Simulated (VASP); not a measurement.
An input for Ansatz (written as the equivalent of a VASP run, and not itself run):

Ansatz 0.2 input:
```yaml
crystal:
  lattice:
    - [1.5546199, -2.6926810, 0.0000000]
    - [1.5546199, 2.6926810, 0.0000000]
    - [0.0000000, 0.0000000, 5.8129531]
  atoms:
    - { symbol: Cd, position: [0.3333330, 0.6666670, 0.2500000] }
    - { symbol: Cd, position: [0.6666670, 0.3333330, 0.7500000] }
kpoints:
  mp_grid: { grid: [12, 12, 6] }
hamiltonian:
  xc: rpbe
  pseudopotentials: { kind: paw }
scf:
  occupations: { method: methfessel_paxton, width: 0.1 }
  max_iter: 100
relax:
  max_steps: 60
  f_tol: 0.01
  cell: {}
output: { forces: true, stress: true, eigenvalues: true }
```

### Question
Translate this input to VASP (INCAR, KPOINTS, POSCAR, choice of POTCAR).

### Answer
Several could match; the one computed here: 
INCAR:
```
! general
SYSTEM  = Cd
PREC    = Accurate
ENCUT   = 520
LREAL   = .FALSE.
LASPH   = .TRUE.

! electronic loop
EDIFF   = 1E-6   ! SCF stop (eV)
NELM    = 100
ALGO    = Normal   ! blocked Davidson
LMAXMIX = 4   ! l cut-off of mixed one-centre charges

! smearing
ISMEAR  = 1
SIGMA   = 0.1   ! width (eV)

! functional
GGA     = RP   ! RPBE

! ions
IBRION  = 2   ! conjugate gradients
NSW     = 60   ! most ionic steps
ISIF    = 3   ! ions, shape and volume
EDIFFG  = -0.01   ! ionic stop

! output
LWAVE   = .FALSE.
LCHARG  = .FALSE.
```

**POSCAR**
```
Cd
1
    1.5546198812    -2.6926809559    -0.0000000000
    1.5546198812     2.6926809559     0.0000000000
   -0.0000000000    -0.0000000000     5.8129531183
Cd
2
Direct
  0.3333330000   0.6666670000   0.2500000000
  0.6666670000   0.3333330000   0.7500000000
```

### KPOINTS
```
Automatic mesh
0
Gamma
12 12 6
0 0 0
```

POTCAR, in this order: Cd (PBE.64 set). Program: vasp_std.

The two are equivalent in intent, not identical: each code has its own PAW files, so the cut-off isn't converted (ENCUT is set for VASP's; basis.ecutwfc is left out, and Ansatz then takes the one that its files recommend); Ansatz stops its SCF on the density residual and VASP on the energy change (EDIFF).

The compound is Cd in the hcp structure. This run relaxes it. Symmetry was kept, so distortions that lower it aren't found. The start is the result of an earlier pass.
